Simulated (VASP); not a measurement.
A run of VASP 6.6.1 is set up as follows.

Contents of INCAR:

```
PREC = Accurate ; ENCUT = 520
EDIFF = 1E-6 ; ISMEAR = 1
SIGMA = 0.1 ; LREAL = F
LASPH = T ; NELM = 80
ALGO = Normal ; ISIF = 2
LWAVE = F ; LCHARG = F
GGA = PE ; IVDW = 12
NBANDS = 12 ; ICORELEVEL = 1
```

The input KPOINTS:

```
regular mesh
0
Gamma
  12 12 10
```

File POSCAR:

```
Sb                                      
1.0
    2.1611916993      1.2477646095      3.6688437273
   -2.1611916993      1.2477646095      3.6688437273
   -0.0000000000     -2.4955292189      3.6688437273
  Sb            
     2
Direct
     0.2369895602847499    0.2369895602847499    0.2369895602847499
     0.7630104397152501    0.7630104397152501    0.7630104397152501
```

Contents of KPOINTS_OPT:

```
explicit points
188
Reciprocal
 0.0000000000  0.0000000000  0.0000000000 1
 0.0263157895  0.0000000000  0.0000000000 1
 0.0526315789  0.0000000000  0.0000000000 1
 0.0789473684  0.0000000000  0.0000000000 1
 0.1052631579  0.0000000000  0.0000000000 1
 0.1315789474  0.0000000000  0.0000000000 1
[... 180 lines left out ...]
 0.6301563178  0.6301563178  0.2396873643 1
 0.6301563178  0.3698436822  0.0000000000 1
```

Potentials or basis: VASP PAW PBE potentials, release 64 (Sb).

The run is started by

```sh
$ cat potpaw_PBE.64/Sb/POTCAR > POTCAR
$ mpirun -np 1 vasp_std > vasp.out
```

**Question.** Predict the band gap along the path.

**Answer.** None (metal or under the smearing width).

**Question.** What does it give for the dispersion energy per atom?

**Answer.** -0.481 eV.

Levels at the corners of the path, in eV from the Fermi level:
| point | band 3 | band 4 | band 5 | band 6 | band 7 | band 8 |
| --- | --- | --- | --- | --- | --- | --- |
| Γ | -1.92 | -1.77 | -1.77 | 2.47 | 2.91 | 2.91 |
| L | -1.65 | -1.48 | -0.28 | -0.09 | 0.27 | 0.27 |
| L | -1.65 | -1.48 | -0.28 | -0.09 | 0.27 | 0.27 |
| B1 | -5.00 | -4.89 | -0.48 | 0.61 | 4.76 | 4.81 |
| B | -5.00 | -4.89 | -0.48 | 0.61 | 4.76 | 4.81 |
| Z | -1.18 | -1.18 | -0.36 | -0.04 | -0.04 | 0.96 |
| Z | -1.18 | -1.18 | -0.36 | -0.04 | -0.04 | 0.96 |
| Γ | -1.92 | -1.77 | -1.77 | 2.47 | 2.91 | 2.91 |
| Γ | -1.92 | -1.77 | -1.77 | 2.47 | 2.91 | 2.91 |
| X | -5.32 | -3.14 | -2.83 | 2.91 | 3.43 | 4.10 |
| Q | -5.32 | -3.14 | -2.83 | 2.91 | 3.43 | 4.10 |
| F | -5.56 | -3.74 | -3.68 | 1.70 | 5.14 | 5.51 |
| F | -5.56 | -3.74 | -3.68 | 1.70 | 5.14 | 5.51 |
| P1 | -5.38 | -3.21 | -2.75 | 2.80 | 3.25 | 4.50 |
| P1 | -5.38 | -3.21 | -2.75 | 2.80 | 3.25 | 4.50 |
| Z | -1.18 | -1.18 | -0.36 | -0.04 | -0.04 | 0.96 |
| L | -1.65 | -1.48 | -0.28 | -0.09 | 0.27 | 0.27 |
| P | -5.38 | -3.21 | -2.75 | 2.80 | 3.25 | 4.50 |

Caveat: spin-orbit coupling is left out, which moves the levels of the heavy elements.
